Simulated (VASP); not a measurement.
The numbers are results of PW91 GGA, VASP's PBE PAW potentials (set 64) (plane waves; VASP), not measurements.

VASP input:

INCAR:
```
NELM = 100   # most electronic steps
LWAVE = .False.
LMAXMIX = 6   # l cut-off of mixed one-centre charges
ISMEAR = 1
SIGMA = 0.1   # width (eV)
PREC = Accurate
LASPH = .True.   # aspherical one-centre terms
EDIFF = 1E-6
SYSTEM = Ta
IBRION = 2   # conjugate gradients
ISIF = 3
GGA = 91   # PW91
EDIFFG = -0.01
LREAL = .False.   # projection in real space or not
ENCUT = 520   # plane-wave cut-off (eV)
NSW = 60   # most ionic steps
ALGO = Normal   # blocked Davidson
LCHARG = .False.
```

KPOINTS:
```
Automatic mesh
0
Gamma
14 14 14
0 0 0
```

File POSCAR:
```
Ta
1
   -1.6500000000     1.6500000000     1.6500000000
    1.6500000000    -1.6500000000     1.6500000000
    1.6500000000     1.6500000000    -1.6500000000
Ta
1
Direct
  0.0000000000   0.0000000000   0.0000000000
```

POTCAR, in this order: Ta_pv (PBE.64 set). Program: vasp_std.

Energy and stress use the plane-wave basis of the starting cell. Unless said otherwise, spin-orbit coupling is left out, though it shifts the bands of the heavy elements here.

Question: What does the run give for the energy per atom (σ→0), volume per atom, band gap (on the k-mesh)?

Answer: 
```yaml
energy per atom (σ→0): -11.739 eV/atom
band gap (on the k-mesh): none (metal, semimetal or under 0.01 eV)
volume_per_atom: 18.35 Å³/atom
```

### OSZICAR
```
...
       N       E                     dE             d eps       ncg     rms          rms(c)
DAV:   1    -0.118946948248E+02   -0.18320E+00   -0.50167E+00  1899   0.319E+01    0.344E+00
DAV:   2    -0.117680408229E+02    0.12665E+00   -0.17413E-01  1904   0.537E+00    0.115E+00
DAV:   3    -0.117386189506E+02    0.29422E-01   -0.98593E-02  1936   0.385E+00    0.517E-01
DAV:   4    -0.117391778623E+02   -0.55891E-03   -0.10728E-03  2140   0.369E-01    0.532E-02
DAV:   5    -0.117391573759E+02    0.20486E-04   -0.17738E-04  1973   0.162E-01    0.277E-02
DAV:   6    -0.117391574638E+02   -0.87907E-07   -0.17308E-06  1904   0.175E-02
   3 F= -.11739157E+02 E0= -.11739282E+02  d E =-.505682E-02
```

The compound is Ta in the bcc structure. This run relaxes it. Symmetry was kept, so distortions that lower it aren't found.
